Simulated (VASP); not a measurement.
An input for Quantum ESPRESSO's pw.x (written as the equivalent of a VASP run, and not itself run):

```
&CONTROL
  calculation = 'scf'
  pseudo_dir = './pseudo'
  outdir = './out'
  tprnfor = .true.
  tstress = .true.
/
&SYSTEM
  ibrav = 0
  nat = 4
  ntyp = 2
  ecutwfc = 92
  occupations = 'smearing'
  smearing = 'gaussian'
  degauss = 0.003675
  input_dft = 'pbe'
/
&ELECTRONS
  conv_thr = 7.3e-08
  electron_maxstep = 100
/
ATOMIC_SPECIES
  P 30.974 P.upf
  Cu 63.546 Cu.upf
CELL_PARAMETERS angstrom
     1.9039440   -5.0312400    0.0000000
     1.9039440    5.0312400    0.0000000
     0.0000000    0.0000000    3.7521410
ATOMIC_POSITIONS crystal
  P    0.5640000  0.4360000  0.2500000
  P    0.4360000  0.5640000  0.7500000
  Cu   0.8547500  0.1452500  0.2500000
  Cu   0.1452500  0.8547500  0.7500000
K_POINTS automatic
  6 6 5 0 0 0
HUBBARD {ortho-atomic}
U Cu-3d 1
```

Question: Write the VASP files for the same calculation (PBE+U).

Answer: One answer among several that fit: 
KPOINTS:
```
Automatic mesh
0
Gamma
6 6 5
0 0 0
```

**INCAR**
```
LREAL=F
LCHARG=F
LASPH=T   ! aspherical one-centre terms
LDAUU=0 1.0
LDAUL=-1 2
ALGO=Normal
SIGMA=0.05
ENCUT=400
SYSTEM=CuP
LORBIT=10
LDAUJ=0 0
LMAXMIX=4   ! l cut-off of mixed one-centre charges
ISIF=2   ! forces and stress, cell fixed
EDIFF=1E-6
LWAVE=F
ISMEAR=0   ! Gaussian
GGA=PE   ! PBE
NELM=100   ! most electronic steps
LDAU=T
PREC=Accurate
LDAUPRINT=1
LDAUTYPE=2   ! Dudarev
```

POSCAR:
```
CuP
1.0
  1.9039440000  -5.0312400000   0.0000000000
  1.9039440000   5.0312400000   0.0000000000
  0.0000000000   0.0000000000   3.7521410000
P Cu
2 2
Cart
  1.9039440000  -0.6439987200   0.9380352500
  1.9039440000   0.6439987200   2.8141057500
  1.9039440000  -3.5696647800   0.9380352500
  1.9039440000   3.5696647800   2.8141057500
```

POTCAR, in this order: P Cu (PBE.64 set). Program: vasp_std.

The two are equivalent in intent, not identical: the potentials are each code's own (VASP's PAW set, PseudoDojo norm-conserving files in pw.x), so ENCUT and ecutwfc are chosen apart and not converted; conv_thr bounds pw.x's estimated SCF error, while EDIFF bounds the energy change between steps; the +U projectors differ (PAW spheres against orthogonalised atomic orbitals), so the same U acts differently.

The structure was generated: CuP was put into the CrB type (Cmcm), which need not be its known phase. The cell was not relaxed at this level. The k-mesh is coarse (spacing up to 0.33 per Å, 2π included), so the numbers may not be converged in it. The run is one of a series of settings (LDAU = .TRUE., LDAUJ = 0 0, LDAUL = -1 2, LDAUTYPE = 2, LDAUU = 0 1.0 against the base run), some of them coarse on purpose.
